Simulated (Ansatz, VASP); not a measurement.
# One calculation of LiBeF3, two programs

```xyz
5
Lattice="3.5411 0.0000 0.0000 0.0000 3.5411 0.0000 0.0000 0.0000 3.5411" Properties=species:S:1:pos:R:3 pbc="T T T"
Li    1.7706    1.7706    1.7706
Be    0.0000    0.0000    0.0000
F     0.0000    1.7706    1.7706
F     1.7706    0.0000    1.7706
F     1.7706    1.7706    0.0000
```

Alike in both runs: functional PBE; k mesh 6 × 6 × 6; occupations gaussian, width 0.1 eV; no spin polarisation.

Ansatz relaxed the structure, and its values are those at the end. VASP's run is a single point on that final structure, the one shown.

```csv
,VASP,Ansatz
version,VASP 6.6.1,Ansatz 0.2.0
potentials or method,"VASP PAW PBE potentials, release 64 (Li_sv, Be, F)","scalar-relativistic, plane waves, PAW"
plane-wave cutoff (eV),520,420
valence electrons in the cell,26,26
```

Ansatz gave:

```
gap on the k mesh at the Fermi level (eV) : 1.60
least direct gap on the mesh (eV)         : 1.95
```

**Question.** Which values does VASP return?

**Answer.** gap on the k mesh at the Fermi level (eV): 1.58; least direct gap on the mesh (eV): 1.93.

The functional is the same, so the differences come from potentials, cutoffs and numerics.

 A k mesh can miss the band edges.
